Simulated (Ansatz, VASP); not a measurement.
## One calculation of GaIr, two programs

```
Ga Ir
1.0
     3.00400    0.00000    0.00000
     0.00000    3.00400    0.00000
     0.00000    0.00000    3.00400
Ga Ir
1 1
Cartesian
  0.0000 0.0000 0.0000
  1.5020 1.5020 1.5020
```

Alike in both runs: task single point; functional LDA; k mesh 6 × 6 × 6; occupations gaussian, width 0.1 eV; no spin polarisation.

|  | VASP | Ansatz |
| --- | --- | --- |
| version | VASP 6.6.1 | Ansatz 0.2.0 |
| potentials or method | VASP PAW LDA potentials, release 64 (Ga_d, Ir) | scalar-relativistic, plane waves, PAW |
| plane-wave cutoff (eV) | 520 | 420 |
| valence electrons in the cell | 22 | 30 |

Ansatz gave:

* gap on the k mesh at the Fermi level (eV): none
* pressure (GPa): -1.4

Problem. What did VASP give for the same quantities?

Solution. gap on the k mesh at the Fermi level (eV): none; pressure (GPa): 0.0.

A gap of «none» marks a metal or a gap that the smearing closes. The two sets of potentials don't hold the same shells in valence.

Spin-orbit coupling is left out, which matters for the levels of Ir.
